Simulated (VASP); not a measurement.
Given:

```xyz
2
Lattice="2.8696 0.0000 0.0000 0.0000 2.8696 0.0000 0.0000 0.0000 2.8696" Properties=species:S:1:pos:R:3 pbc="T T T"
Al     1.4348     1.4348     1.4348
Fe     0.0000     0.0000     0.0000
```

These are PBEsol GGA, VASP's PBE PAW potentials (set 64) (plane waves; VASP) values and carry that method's errors. Numerical set-up: 520 eV cut-off, 13×13×13 Γ-centred mesh, first-order Methfessel-Paxton smearing of 0.10 eV, potentials Al Fe.

### Question
Predict the energy per atom (σ→0), pressure, band gap (on the k-mesh) with the smallest direct gap where there is one.

### Answer

| Item | Value |
|---|---|
| band gap (on the k-mesh) | none (metal, semimetal or under 0.01 eV) |
| energy per atom (σ→0) | -6844 meV/atom |
| pressure | -5.45 GPa |

The absolute energy has meaning only against runs of the same code, potentials and settings.

The compound is FeAl in the CsCl type structure. This cell is one point of a volume scan, at 1.03 of the reference volume. The run is not spin-polarised, so no magnetic state was tried. The electron count is odd and the run is not spin-polarised, which forces a metal.
